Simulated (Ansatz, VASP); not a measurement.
# YScB2O6 in two plane-wave programs

Wanted: the spread between two codes on one cell, functional and k mesh. The cell is taken from a series of runs on this material, whose earlier steps may have relaxed, scaled, displaced or heated it; both programs get it as it stands.

Calculated with Ansatz 0.2.0; plane waves, with VASP 6.6.1 beside it; G0W0 gap at LDA.

**1. Starting point**

Symmetry: R-3, No. 148, trigonal system. The conventional cell has a = 4.911 Å, b = 4.911 Å, c = 16.119 Å, α = 90.00°, β = 90.00°, γ = 120.00°. Y has 6 O at 2.32 Å nearest. Nearest to Sc lie 6 O at 2.14 Å. B has 3 O at 1.39 Å nearest. Nearest to O lie 1 B at 1.39 Å and 1 Sc at 2.14 Å and 1 Y at 2.32 Å. Farther neighbours and most contacts between anions are not listed.

Structure file:

```
Y Sc B O
1.0
     2.45526    1.41754    5.37302
    -2.45526    1.41754    5.37302
     0.00000   -2.83509    5.37302
Y Sc B O
1 1 2 6
Cartesian
  0.0000 0.0000 8.0595
  0.0000 0.0000 0.0000
  0.0000 0.0000 4.1105
  0.0000 0.0000 12.0086
  -0.7669 -1.6779 9.4617
  1.8365 0.1748 9.4617
  -1.0697 1.5031 9.4617
  -1.8365 -0.1748 6.6573
  1.0697 -1.5031 6.6573
  0.7669 1.6779 6.6573
```

**2. VASP: G0W0 gap, LDA**

Quasiparticle shifts depend on high empty states and on the cores, so they are the hardest test of two PAW sets.

Lines of VASP's logs that name or quote its potential files are left out, and so is its time.

The run reads the wave functions of an earlier VASP run, which isn't shown here.

File INCAR:

```
SYSTEM = YScB2O6
PREC = Accurate
ENCUT = 440
ISMEAR = 0
SIGMA = 0.01
LREAL = .FALSE.
GGA = CA
NBANDS = 106
LASPH = .TRUE.
ALGO = EVGW0
NELMGW = 1
ENCUTGW = 114.29
NOMEGA = 64
PRECFOCK = Fast
NBANDSGW = 40
LWAVE = .FALSE.
LCHARG = .FALSE.
```

File POSCAR:

```
YScB2O6
1.0
    2.4552591214      1.4175445146      5.3730248474
   -2.4552591214      1.4175445146      5.3730248474
    0.0000000000     -2.8350890293      5.3730248474
Y Sc B O
1 1 2 6
Direct
    0.5000000000      0.5000000000      0.5000000000
    0.0000000000      0.0000000000      0.0000000000
    0.2550070000      0.2550070000      0.2550070000
    0.7449930000      0.7449930000      0.7449930000
    0.2335430000      0.5458800000      0.9815470000
    0.9815470000      0.2335430000      0.5458800000
    0.5458800000      0.9815470000      0.2335430000
    0.0184530000      0.7664570000      0.4541200000
    0.4541200000      0.0184530000      0.7664570000
    0.7664570000      0.4541200000      0.0184530000
```

File KPOINTS:

```
Automatic mesh
0
Gamma
2 2 2
0 0 0
```

Potentials, in the order of the species: Y_sv_GW, Sc_sv_GW, B_GW and O_GW (LDA family, release 64).

Launch:

```sh
> export OMP_NUM_THREADS=3
> mpirun -np 1 vasp_std
```

The log of the run:

```text
[banner, memory and clock lines left out]
running    1 mpi-ranks, on    1 nodes
 distrk:  each k-point on    1 cores,    1 groups
 distr:  one band on    1 cores,    1 groups
 Offloading initialized ...    1 GPUs detected
 POSCAR found type information on POSCAR Y ScB O
 POSCAR found :  4 types and      10 ions
|                                                                             |
|           W    W    AA    RRRRR   N    N  II  N    N   GGGG   !!!           |
|           W    W   A  A   R    R  NN   N  II  NN   N  G    G  !!!           |
|           W    W  A    A  R    R  N N  N  II  N N  N  G       !!!           |
|           W WW W  AAAAAA  RRRRR   N  N N  II  N  N N  G  GGG   !            |
|           WW  WW  A    A  R   R   N   NN  II  N   NN  G    G                |
|           W    W  A    A  R    R  N    N  II  N    N   GGGG   !!!           |
|                                                                             |
|     The default for ENCUTGWSOFT is different in this version of VASP.       |
|     please manually set ENCUTGWSOFT =114.29 in the INCAR file.              |
|                                                                             |

 LDA part: xc-table for (Slater(with rela. corr.)+CA(PZ))
 , standard interpolation
 found WAVECAR, reading the header
 POSCAR, INCAR and KPOINTS ok, starting setup
 FFT: planning ... GRIDC
 FFT: planning ... GRID_SOFT
 FFT: planning ... GRID
 reading WAVECAR
 the WAVECAR file was read successfully
 initial charge from wavefunction
 available memory per node:   1658.20 GB, setting MAXMEM to   1697991

 The Fermi energy was updated, please check that it is located mid-gap
 values below the HOMO (VB) or above the LUMO (CB) will cause erroneous energies
 E-fermi :   5.0238

 calculate exact exchange contribution
 the WAVEDER file was read successfully
energies w=
    0.000    0.000    1.214    0.000    2.424    0.000    3.630    0.000
    4.828    0.000    6.016    0.000    7.192    0.000    8.355    0.000
    9.503    0.000   10.636    0.000   11.754    0.000   12.857    0.000
   13.944    0.000   15.018    0.000   16.077    0.000   17.125    0.000
   18.161    0.000   19.188    0.000   20.206    0.000   21.219    0.000
   22.227    0.000   23.234    0.000   24.240    0.000   25.248    0.000
   26.261    0.000   27.281    0.000   28.311    0.000   29.353    0.000
   30.412    0.000   31.489    0.000   32.588    0.000   33.714    0.000
   34.871    0.000   36.063    0.000   37.295    0.000   38.574    0.000
   39.905    0.000   41.296    0.000   42.755    0.000   44.292    0.000
   45.918    0.000   47.645    0.000   49.487    0.000   51.463    0.000
   53.592    0.000   55.898    0.000   58.412    0.000   61.168    0.000
   64.209    0.000   67.589    0.000   71.374    0.000   75.649    0.000
   80.523    0.000   86.137    0.000   92.681    0.000  100.410    0.000
  109.684    0.000  121.017    0.000  135.178    0.000  153.364    0.000
  177.553    0.000  211.259    0.000  261.388    0.000  343.629    0.000
 responsefunction array rank=     328
 LDA part: xc-table for (Slater(with rela. corr.)+CA(PZ))
 , standard interpolation

 min. memory requirement per mpi rank    404.3 MB, per node    404.3 MB

 allocating  64 responsefunctions rank=   328
 shmem allocating  64 responsefunctions rank=   328
 response function shared by NCSHMEM nodes    1
 Doing            64  frequencies on each core in blocks of            64
NQ=   1    0.0000    0.0000    0.0000,
|.........|.........|.........|.........|.........|.........|.........|.........
 performed         71000 updates of chi_q(r,r)
 total number of BLAS operations         54.85 Gflops
NQ=   2    0.5000    0.0000    0.0000,
|.........|.........|.........|.........|.........|.........|.........|.........
 performed        176000 updates of chi_q(r,r)
 total number of BLAS operations        138.25 Gflops
NQ=   3    0.5000    0.5000    0.0000,
|.........|.........|.........|.........|.........|.........|.........|.........
 performed        281000 updates of chi_q(r,r)
 total number of BLAS operations        220.58 Gflops
NQ=   4    0.5000    0.5000    0.5000,
|.........|.........|.........|.........|.........|.........|.........|.........
 performed        352000 updates of chi_q(r,r)
 total number of BLAS operations        282.38 Gflops
 resolving degeneracies of screened two electron integrals

 calculate QP shifts <psi_nk| G(iteration)W_0 |psi_nk>: iteration 1
 entering main loop
```

OUTCAR, selected parts (step 2):

```text
ion  position               nearest neighbor table
   1  0.500  0.500  0.500-
   2  0.000  0.000  0.000-   7 2.14   9 2.14   8 2.14   6 2.14   5 2.14  10 2.14
   3  0.255  0.255  0.255-   6 1.39   5 1.39   7 1.39
   4  0.745  0.745  0.745-   8 1.39  10 1.39   9 1.39
   5  0.234  0.546  0.982-   3 1.39   2 2.14
   6  0.982  0.234  0.546-   3 1.39   2 2.14
   7  0.546  0.982  0.234-   3 1.39   2 2.14
   8  0.018  0.766  0.454-   4 1.39   2 2.14
   9  0.454  0.018  0.766-   4 1.39   2 2.14
  10  0.766  0.454  0.018-   4 1.39   2 2.14

  LATTYP: Found a trigonal (rhomboedric) cell.
 ALAT       =     6.0751235226
 COS(alpha) =     0.6733261006

 Subroutine GETGRP returns: Found  6 space group operations
 (whereof  6 operations were pure point group operations)

The static configuration has the point symmetry S_6 .

 Found      4 irreducible k-points:

   k-points           NKPTS =      4   k-points in BZ     NKDIM =      8   number of bands    NBANDS=    106

   dimension x,y,z NGX =    42 NGY =   42 NGZ =   42
   dimension x,y,z NGXF=    84 NGYF=   84 NGZF=   84

   ENCUT  =  440.0 eV  32.34 Ry    5.69 a.u.  10.39 10.39 10.39*2*pi/ulx,y,z

   NELECT =      64.0000    total number of electrons

  energy-cutoff  :      440.00
  volume of cell :      112.20
      direct lattice vectors                 reciprocal lattice vectors
     2.455259121  1.417544515  5.373024847     0.203644493  0.117574203  0.062038301
    -2.455259121  1.417544515  5.373024847    -0.203644493  0.117574203  0.062038301
     0.000000000 -2.835089029  5.373024847     0.000000000 -0.235148406  0.062038301

 k-points in reciprocal lattice and weights: Automatic mesh
   0.00000000  0.00000000  0.00000000       0.125
   0.50000000  0.00000000  0.00000000       0.375
   0.50000000  0.50000000  0.00000000       0.375
   0.50000000  0.50000000  0.50000000       0.125

 E-fermi :   5.0238

 QP shifts <psi_nk| G(iteration)W_0 |psi_nk>: iteration 1
 for sc-GW calculations column KS-energies equals QP-energies in previous step
 and V_xc(KS)=  KS-energies - (<T + V_ion + V_H > + <T+V_H+V_ion>^1  + <V_x>^1)
 k-point   1 :       0.0000    0.0000    0.0000
  band No.  KS-energies  QP-energies   sigma(KS)   V_xc(KS)     V^pw_x(r,r')   Z            occupation Imag(sigma)
    ...
     29       1.8232       1.3869     -20.3500     -19.7809     -25.1897       0.7667       2.0000       0.1989
     30       2.4839       2.0118     -19.7760     -19.1526     -24.7927       0.7573       2.0000       0.2122
     31       2.5859       2.2107     -20.2079     -19.7127     -25.1593       0.7577       2.0000       0.2045
     32       2.5859       2.2107     -20.2079     -19.7127     -25.1593       0.7577       2.0000       0.2045
     33       7.6605      10.6725     -13.8330     -17.8450      -8.8890       0.7507       0.0000      -0.2378
     34       7.6605      10.6725     -13.8330     -17.8450      -8.8890       0.7507       0.0000      -0.2378
     35       7.7360      10.5599     -12.9217     -16.6038      -8.1768       0.7669       0.0000      -0.2193
     36       8.4857      10.2661     -10.4437     -12.6398      -6.7043       0.8107       0.0000      -0.1521
    ...

 k-point   2 :       0.5000    0.0000    0.0000
  band No.  KS-energies  QP-energies   sigma(KS)   V_xc(KS)     V^pw_x(r,r')   Z            occupation Imag(sigma)
    ...
     29       1.7255       1.2865     -19.4388     -18.8591     -24.3042       0.7573       2.0000       0.2189
     30       1.7397       1.2686     -19.1727     -18.5520     -23.9878       0.7590       2.0000       0.2179
     31       2.5492       2.1964     -19.9491     -19.4836     -24.8374       0.7579       2.0000       0.2059
     32       2.6163       2.2251     -19.9811     -19.4658     -24.9317       0.7591       2.0000       0.2069
     33       7.5031      10.4470     -13.5776     -17.4599      -8.7861       0.7583       0.0000      -0.2266
     34       7.7773      10.7598     -14.1037     -18.1173      -9.1860       0.7431       0.0000      -0.2416
     35       7.9142      10.9007     -14.2220     -18.2555      -9.3508       0.7404       0.0000      -0.2401
     36       8.4289      10.7033     -10.4796     -13.2987      -6.6979       0.8068       0.0000      -0.1598
    ...

 k-point   3 :       0.5000    0.5000    0.0000
  band No.  KS-energies  QP-energies   sigma(KS)   V_xc(KS)     V^pw_x(r,r')   Z            occupation Imag(sigma)
    ...
     29       1.9037       1.4618     -19.4487     -18.8678     -24.1750       0.7606       2.0000       0.2062
     30       1.9727       1.6016     -19.3605     -18.8701     -24.0839       0.7568       2.0000       0.2105
     31       2.2006       1.8122     -19.4747     -18.9605     -24.3532       0.7555       2.0000       0.2163
     32       2.8431       2.4474     -20.4546     -19.9359     -25.5123       0.7629       2.0000       0.2032
     33       7.2046       9.9993     -12.7037     -16.3383      -8.1163       0.7689       0.0000      -0.2066
     34       7.6502      10.5825     -13.4264     -17.2889      -8.6139       0.7592       0.0000      -0.2277
     35       7.8369      10.8163     -13.9471     -17.9284      -9.0970       0.7484       0.0000      -0.2351
     36       7.9388      10.3423     -11.2084     -14.2277      -7.3580       0.7961       0.0000      -0.1604
    ...

 k-point   4 :       0.5000    0.5000    0.5000
  band No.  KS-energies  QP-energies   sigma(KS)   V_xc(KS)     V^pw_x(r,r')   Z            occupation Imag(sigma)
    ...
     29       2.1808       1.7583     -19.9828     -19.4260     -24.9135       0.7587       2.0000       0.2087
     30       2.1808       1.7583     -19.9828     -19.4260     -24.9135       0.7587       2.0000       0.2087
     31       2.2182       1.8055     -20.0246     -19.4809     -24.9541       0.7590       2.0000       0.2080
     32       2.2182       1.8055     -20.0246     -19.4809     -24.9541       0.7590       2.0000       0.2080
     33       7.7629      10.6469     -13.4238     -17.2239      -8.7041       0.7589       0.0000      -0.2225
     34       7.7676      10.7825     -14.1148     -18.1569      -9.1815       0.7459       0.0000      -0.2418
     35       7.7676      10.7825     -14.1148     -18.1569      -9.1815       0.7459       0.0000      -0.2418
     36       8.6338      10.7919     -10.4802     -13.1545      -6.8589       0.8070       0.0000      -0.1508
    ...
```

**3. Ansatz: G0W0 gap, LDA**

Ansatz runs on norm-conserving files, of PseudoDojo where its log says so.

The same cell, functional (in two slightly different forms) and mesh now go to Ansatz.

File input.yaml:

```yaml
crystal:
  lattice:
    - [2.4552591214, 1.4175445146, 5.3730248474]
    - [-2.4552591214, 1.4175445146, 5.3730248474]
    - [0.0, -2.8350890293, 5.3730248474]
  atoms:
    - { symbol: "Y", position: [0.5, 0.5, 0.5] }
    - { symbol: Sc, position: [0.0, 0.0, 0.0] }
    - { symbol: B, position: [0.255007, 0.255007, 0.255007] }
    - { symbol: B, position: [0.744993, 0.744993, 0.744993] }
    - { symbol: O, position: [0.233543, 0.54588, 0.981547] }
    - { symbol: O, position: [0.981547, 0.233543, 0.54588] }
    - { symbol: O, position: [0.54588, 0.981547, 0.233543] }
    - { symbol: O, position: [0.018453, 0.766457, 0.45412] }
    - { symbol: O, position: [0.45412, 0.018453, 0.766457] }
    - { symbol: O, position: [0.766457, 0.45412, 0.018453] }
kpoints:
  mp_grid: { grid: [2, 2, 2] }
hamiltonian:
  xc: lda
  pseudopotentials: { kind: nc, accuracy: standard }
scf:
  occupations: { method: fixed }
gw:
  n_empty_bands: 74
  ecut_chi: 114.29
  qp_bands: [v2, c2]
  qp_kpoints: [[0.5, 0.5, 0.0], [0.0, 0.0, 0.0]]
  screening: { model: godby_needs }
  pair_densities: pseudo
  plasmon_pole_fit_frequency: 28.0443
basis:
  ecutwfc: 979.61
```

Launch:

```sh
> ansatz run input.yaml --threads 4 --pin off --max-ram 7372MiB --backend cpu --events-out ev --progress --plain --runs-dir out
```

The log of the run:

```text
Warning: basis.ecutwfc = 979.61 eV is below the records' recommended 1142.878222 eV, and the density's cutoff is lower with it unless basis.ecutrho_ratio is high enough to keep the records' density cutoff: compare with a run at a higher cutoff
Engine: ansatz 0.2.0, aarch64-unknown-linux-gnu
Pseudopotentials: kind: nc
Pseudopotential: Y, nc, valence charge 11, recommended cutoff 979.609905 eV (normal), Y.nc.azcp (PseudoDojo's, or run here from an input of PseudoDojo's; its table is named by hamiltonian.pseudopotentials.accuracy)
Pseudopotential: Sc, nc, valence charge 11, recommended cutoff 1061.244064 eV (normal), Sc.nc.azcp (PseudoDojo's, or run here from an input of PseudoDojo's; its table is named by hamiltonian.pseudopotentials.accuracy)
Pseudopotential: B, nc, valence charge 3, recommended cutoff 1034.032677 eV (normal), B.nc.azcp (PseudoDojo's, or run here from an input of PseudoDojo's; its table is named by hamiltonian.pseudopotentials.accuracy)
Pseudopotential: O, nc, valence charge 6, recommended cutoff 1142.878222 eV (normal), O.nc.azcp (PseudoDojo's, or run here from an input of PseudoDojo's; its table is named by hamiltonian.pseudopotentials.accuracy)
Functional definition: SPW92
  exchange = slater_x
  correlation = pw_c
Crystal: 10 atoms, lattice volume = 112.203 Å³
Basis set: ecut = 979.61 eV, 7863 PW (Γ)
Bands: 42, of which v1, the nominal top of the filled ones, is band 32 counted from 1 (31 counted from 0)
Symmetry: 6 space group operations
Space group: R-3 (ITA 148), of the structure as read, at distance tolerance 4.8e-5 Å
k-points: 4 of 8
Non-local potential: Y, projectors of the file, l = 0: 2, l = 1: 2, l = 2: 2
Non-local potential: Sc, projectors of the file, l = 0: 2, l = 1: 2, l = 2: 2
Non-local potential: B, projectors of the file, l = 0: 2, l = 1: 2
Non-local potential: O, projectors of the file, l = 0: 2, l = 1: 2, l = 2: 1
Initial density: superposition of atomic densities (chi_scale 0.1, normalization cell, long waves kept (reshape's long-wave potential 0.01 eV rms))
Initial wavefunctions: pseudopotential atomic-orbital guess
Functional: x = slater, c = lda
SCF iter   1: F=—  HF=-5304.641256 eV  |F-HF|=—  |Δ(HF+E_count)|=         —  Δρ=7.76e-2  dr2=6.41e0  ethr=3.10e-3  ⟨swp⟩=4.5  Hψ=610  notcnv=0  defer=29
preconditioner: auto → Resta (q_TF=auto, 2.485 Å⁻¹)  ε∞=4.0  [insulator: Δε(μ)=4.050 eV  Ē_g=15.713 eV  n_scr=28 (ndim 8)  ℏωp=27.2 eV  f_vac=0.000  ε∞_Penn≈4.0]
SCF iter   2: F=—  HF=-5302.765158 eV  |F-HF|=—  |Δ(HF+E_count)|=    1.88e0  Δρ=3.88e-2  dr2=1.44e0  ethr=3.10e-3  ⟨swp⟩=3.0  Hψ=320  notcnv=0  defer=28
SCF iter   3: F=—  HF=-5302.294391 eV  |F-HF|=—  |Δ(HF+E_count)|=   4.71e-1  Δρ=1.46e-2  dr2=2.69e-1  ethr=2.25e-3  ⟨swp⟩=3.0  Hψ=321  notcnv=0  defer=28
SCF iter   4: F=—  HF=-5302.219917 eV  |F-HF|=—  |Δ(HF+E_count)|=   7.45e-2  Δρ=3.58e-3  dr2=1.15e-2  ethr=4.20e-4  ⟨swp⟩=2.0  Hψ=272  notcnv=0  defer=31
SCF iter   5: F=—  HF=-5302.218978 eV  |F-HF|=—  |Δ(HF+E_count)|=   9.39e-4  Δρ=1.23e-3  dr2=1.08e-3  ethr=1.80e-5  ⟨swp⟩=3.0  Hψ=339  notcnv=0  defer=30
SCF iter   6: F=—  HF=-5302.219193 eV  |F-HF|=—  |Δ(HF+E_count)|=   2.15e-4  Δρ=1.70e-4  dr2=2.14e-5  ethr=1.68e-6  ⟨swp⟩=2.0  Hψ=294  notcnv=0  defer=31
SCF iter   7: F=—  HF=-5302.219201 eV  |F-HF|=—  |Δ(HF+E_count)|=   8.49e-6  Δρ=3.46e-5  dr2=1.09e-6  ethr=3.34e-8  ⟨swp⟩=2.0  Hψ=177  notcnv=0  defer=28
SCF iter   8: F=-5302.219202 eV  HF=-5302.219202 eV  |F-HF|=3.84e-9  |Δ(HF+E_count)|=   6.34e-7  Δρ=5.76e-6  dr2=2.89e-8  ethr=1.56e-10  ⟨swp⟩=12.8  Hψ=802  notcnv=0
SCF 1 converged in 8 iterations: F = -5302.219202 eV  dr2 = 2.89e-8
NSCF: frozen V_eff on 4 k-points
G₀W₀ screening: q 1/4
[... further progress lines ...]
NSCF: frozen V_eff on 1 k-points
NSCF: frozen V_eff on 1 k-points
[...]
SCF converged after 8 iterations
Free energy (F): -5302.219202 eV
Harris-Foulkes:  -5302.219202 eV  (|F-HF|=3.84e-9)
Internal energy: -5302.219202 eV  (E = F + TS)
E sigma→0 (E₀):  -5302.219202 eV
Fermi energy:    6.133347 eV
--- Per-component energies (eV) ---
  E_band       = -361.528671
  E_kinetic    = 2716.347516
  E_local      = -3962.689627  (includes V_loc(G=0)·N_el)
  E_nonlocal   = -264.856767
  E_hartree    = 1203.793132
  E_xc         = -1177.438022
  E_vxc        = -1257.916808  (∫ρ·V_xc dr)
  E_ewald      = -3817.375433
  E_smearing   = -0.000000  (= −TS)
  E_closure    = -0.000000  (closes the sum)
  Σ components = -5302.219202   (vs F -5302.219202, Δ=0.00e0)
--- Band table (eV) ---
  k-point 0: bands = [... 28 lower, 5.1139, 5.7756, 5.8814, 5.8814, 10.9783, 10.9783, 11.0573, 11.8079, ... 6 higher]
  k-point 1: bands = [... 28 lower, 5.0241, 5.0369, 5.8419, 5.9074, 10.8211, 11.0945, 11.2324, 11.7376, ... 6 higher]
  k-point 2: bands = [... 28 lower, 5.2010, 5.2705, 5.4955, 6.1333, 10.5226, 10.9681, 11.1550, 11.2535, ... 6 higher]
  k-point 3: bands = [... 28 lower, 5.4763, 5.4763, 5.5139, 5.5139, 11.0808, 11.0843, 11.0843, 11.9427, ... 6 higher]
--- G₀W₀: ω_p = 28.0443 eV, 8 q-points, 74 empty bands' worth ---
  eigenvalues of the whole cell's RPA ε∞ on this k-mesh (on a slab, of 1 + 4πα/V) = 3.3241, 3.6886, 3.6886; static W/v taken at q = 0 is 0.278531
  GN-PPA: 212274/790885 pairs with Re ω̃² < 0 across q-mesh
  `?` marks the rows in doubt; gw_qp.tsv's column doubts and the gw_qp event give each row's grounds
    ik  band        ε_KS         Σx   Σc(E_QP)       V_xc       Z   E_QP_lin       E_QP  E_QP is
     0    31      5.8814   -25.4267     5.1647   -19.6694  0.7909     5.2863     5.2887  root
     0    32      5.8814   -25.4267     5.1647   -19.6694  0.7909     5.2863     5.2887  root
     0    33     10.9783    -9.5970    -5.6050   -18.0043  0.8069    13.8910    13.7806  root ?
     0    34     10.9783    -9.5970    -5.6050   -18.0043  0.8069    13.8910    13.7806  root ?
     2    31      5.4955   -24.6211     5.0693   -18.9301  0.7916     4.8710     4.8737  root
     2    32      6.1333   -25.7725     5.2658   -19.8865  0.7931     5.5105     5.5132  root
     2    33     10.5226    -8.6935    -5.1406   -16.4506  0.8175    13.1911    13.1391  root
     2    34     10.9681    -9.2676    -5.4308   -17.4273  0.8110    13.7872    13.6970  root
```

**4. Differences**

Known differences besides the potentials themselves: the two LDA forms differ slightly; fixed occupations in Ansatz, narrow Gaussian smearing in VASP; VASP integrates the frequencies in full, Ansatz fits a plasmon pole; the cutoff is 979.61 eV in Ansatz and 440 eV in VASP; VASP's log shows a relativistic correction to its local exchange, Ansatz's none; Ansatz's G0W0 levels solve the quasiparticle equation, VASP's are linearised; Ansatz's log warns that its cutoff lies below the recommended one. Total energies have different zeros and are not compared.

The two programs side by side:

| quantity | Ansatz | VASP | difference |
| --- | --- | --- | --- |
| G0W0 gap on the mesh (eV) | 7.63 | 7.55 | +0.07 |
| Kohn-Sham gap under it (eV) | 4.39 | 4.36 | +0.03 |

**5. Results**

```yaml
difference_in_g0w0_gap_on_the_mesh_g0w0_gap_lda: 0.074 eV
```

**Reading.** The difference in G0W0 gap on the mesh is 0.074 eV (G0W0 gap, LDA). Such differences can come from data sets, numerical settings and the points named under the comparisons, not from the functional's error against experiment.

[Lines on the potential files, build, host, timing and source positions are cut from VASP's logs without a mark.]

[Logs are printed without paths, hosts, clocks, repeated set-up lines and the standing remarks that a program may print on its own settings, such as how far it seeks lower states.]

[Hosts, paths, dates, database ids (printed as entryN), source tags and the programs' standing remarks are cut or masked in the printed files.]
